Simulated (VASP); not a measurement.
Here is a VASP 6.6.1 calculation.

INCAR

```
PREC     = Normal         # precision mode
ENCUT    = 520            # plane-wave cutoff, eV
EDIFF    = 1E-4           # SCF threshold, eV
ISMEAR   = 0              # smearing method
SIGMA    = 0.15           # smearing width, eV
LREAL    = False          # projectors in reciprocal space
LASPH    = True           # aspherical terms in the spheres
NELM     = 60             # most SCF steps
ALGO     = Fast           # electronic algorithm
ISIF     = 3              # what is computed and relaxed
LWAVE    = False          # write WAVECAR
LCHARG   = False          # write CHGCAR
GGA      = PE             # functional
IBRION   = 2              # ionic algorithm
NSW      = 24             # ionic steps
EDIFFG   = -0.08          # ionic threshold
```

KPOINTS

```
Automatic mesh
0
Gamma
  3 3 3
```

POSCAR

```
Na3AlO3
1.0
    4.7774716800      0.0000000000      0.0000000000
    0.0000000000      4.7774716800      0.0000000000
    0.0000000000      0.0000000000      4.7774716800
Na Al O
3 1 3
Direct
    0.5000000000      0.0000000000      0.0000000000
    0.0000000000      0.5000000000      0.0000000000
    0.0000000000      0.0000000000      0.5000000000
    0.0000000000      0.0000000000      0.0000000000
    0.5000000000      0.0000000000      0.5000000000
    0.5000000000      0.5000000000      0.0000000000
    0.0000000000      0.5000000000      0.5000000000
```

Potentials or basis: VASP PAW PBE potentials, release 64 (Na_pv, Al, O).

Command:

```sh
$ cat potpaw_PBE.64/Na_pv/POTCAR potpaw_PBE.64/Al/POTCAR potpaw_PBE.64/O/POTCAR > POTCAR
$ mpirun -np 4 vasp_std > vasp.out
```

Problem. Predict the relaxed volume.

Solution. 18.22 Å³/atom.

Problem. Predict the relaxed cell.

Solution. a = 5.034 Å, b = 5.034 Å, c = 5.034 Å, α = 90.00°, β = 90.00°, γ = 90.00°.

Problem. What does it give for the space group after relaxing (to 0.05 Å)?

Solution. Pm-3m (No. 221).

Problem. What does it give for the band gap on the k mesh?

Solution. None (metal or under the smearing width).

Step by step:
```
step  energy change (eV)  largest force (eV/Å)  pressure (GPa)  volume (Å³)
   1              0.0000                0.0000            7.20       109.04
   2             -0.3267                0.0000            2.42       120.47
   3             -0.3885                0.0000           -0.04       127.55
```

Caveat: the k mesh is coarse (spacing up to 0.44 Å⁻¹), so the values aren't converged; the volume moved by over 15 % at a fixed basis, so the end points are rough; the relaxation stopped at a loose force limit of 0.08 eV/Å, so its end isn't a converged minimum.
